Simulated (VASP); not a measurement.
```
GaN
1.0
    0.00000     2.24767     2.24767
    2.24767     0.00000     2.24767
    2.24767     2.24767     0.00000
Ga N
1 1
Direct
  0.00000   0.00000   0.00000
  0.25000   0.25000   0.25000
```

Calculation: PBEsol GGA, VASP's PBE PAW potentials (set 64) (plane waves; VASP). Settings: 600 eV cut-off, 10×10×10 Γ-centred mesh, Gaussian smearing of 0.050 eV, potentials Ga_d N.

**Question.** Estimate the energy per atom (σ→0), band gap (on the k-mesh) with the smallest direct gap where there is one.

**Answer.** 
| Property | Result |
|---|---|
| band gap (on the k-mesh) | 1.73 eV |
| smallest direct gap (on the k-mesh) | 1.73 eV |
| energy per atom (σ→0) | -6.562 eV/atom |

The compound is GaN in the zinc blende structure, a metastable form; wurtzite is the usual one. It was relaxed first.
